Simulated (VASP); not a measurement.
Here is the system:

```yaml
crystal:
  lattice:
    - [0.00000, 3.08803, 3.08803]
    - [3.08803, 0.00000, 3.08803]
    - [3.08803, 3.08803, 0.00000]
  atoms:
    - { symbol: Ba, position: [0.00000, 0.00000, 0.00000] }
    - { symbol: F, position: [0.25000, 0.25000, 0.25000] }
    - { symbol: F, position: [0.75000, 0.75000, 0.75000] }
```

Calculation: PBEsol GGA with spin-orbit coupling, VASP's PBE PAW potentials (set 64) (plane waves; VASP). Numerical set-up: 520 eV cut-off, 7×7×7 Γ-centred mesh, Gaussian smearing of 0.050 eV, potentials Ba_sv F.

Task: What does the run give for the energy per atom (σ→0), band gap (over mesh and band path) with the smallest direct gap where there is one?

Result: 
```yaml
band gap (over mesh and band path): 6.65 eV
smallest direct gap (over mesh and band path): 6.71 eV
energy per atom (σ→0): -5.945 eV/atom
```

The absolute energy has meaning only against runs of the same code, potentials and settings.

The compound is BaF2 in the fluorite structure. It was relaxed first.
